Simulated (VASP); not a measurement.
Given:

```xyz
2
Lattice="0.0000 2.5680 2.5680 2.5680 0.0000 2.5680 2.5680 2.5680 0.0000" Properties=species:S:1:pos:R:3 pbc="T T T"
Ru     0.0000     0.0000     0.0000
S      1.2840     1.2840     1.2840
```

The numbers are results of PBEsol GGA, VASP's PBE PAW potentials (set 64) (plane waves; VASP), not measurements. Numerical set-up: 400 eV cut-off, 14×14×14 Γ-centred mesh, tetrahedra with Blöchl corrections, potentials Ru_pv S.

Task: What does the run give for the energy per atom (σ→0), band gap (on the k-mesh) with the smallest direct gap where there is one?

Result: 
- band gap (on the k-mesh): none (metal, semimetal or under 0.01 eV)
- energy per atom (σ→0): -7.454 eV/atom

Total energies compare only between runs with the same potentials, cut-off and functional.

The structure was generated: RuS was put into the zinc blende type (F-43m), which need not be its known phase. It was relaxed first, which changed the volume by -30 %.
